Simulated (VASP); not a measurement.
Set up this calculation in VASP 6.6.1, as the native input.

```
Task                   : single point
Functional             : r2SCAN
Potentials or basis    : VASP PAW PBE potentials, release 64 (Hf_pv, Te, Se)
Cutoff                 : 520 eV
k mesh                 : 10 × 10 × 2
Occupations            : gaussian, width 0.1 eV
Spin                   : no spin polarisation
Further INCAR settings : ALGO = Normal; EDIFF = 1e-06
```

The structure of HfTeSe5 lies in POSCAR:

```
HfTeSe5
1.0
    3.7751670000      0.0000000000      0.0000000000
   -1.8875840000      3.2693910000      0.0000000000
    0.0000000000      0.0000000000     16.3576000000
Hf Te Se
1 1 5
Direct
    0.0000000000      0.0000000000      0.9930040000
    0.0000000000      0.0000000000      0.4204610000
    0.3333330000      0.6666670000      0.0893240000
    0.6666670000      0.3333330000      0.8972070000
    0.3333330000      0.6666670000      0.5406860000
    0.6666670000      0.3333330000      0.3082760000
    0.0000000000      0.0000000000      0.6510400000
```

The cell was built by a generator and needn't be a form met in nature.

The input as run:

INCAR

```
  PREC = Accurate
  ENCUT = 520
  EDIFF = 1E-6
  ISMEAR = 0
  SIGMA = 0.1
  LREAL = False
  LASPH = True
  NELM = 150
  ALGO = Normal
  ISIF = 2
  LWAVE = False
  LCHARG = False
  METAGGA = R2SCAN
  LMIXTAU = True
  KPAR = 2
```

KPOINTS

```
Automatic mesh
0
Gamma
  10 10 2
```

Potentials or basis: VASP PAW PBE potentials, release 64 (Hf_pv, Te, Se).

The run is started by

```sh
$ cat potpaw_PBE.64/Hf_pv/POTCAR potpaw_PBE.64/Te/POTCAR potpaw_PBE.64/Se/POTCAR > POTCAR
$ mpirun -np 2 vasp_std > vasp.out
```

Results of the run:

```json
{
  "Pressure": "-1.1 GPa",
  "Largest force": "0.247 eV/Å",
  "Band gap on the k mesh": "none (metal or under the smearing width)"
}
```

Caveat: the PAW data sets were made with another functional, which shifts forces and pressure a little.

Wall time 14 min on 2 MPI ranks on Intel(R) Xeon(R) Platinum 8488C (Sapphire Rapids) (shared host), peak memory 0.44 GiB a rank.
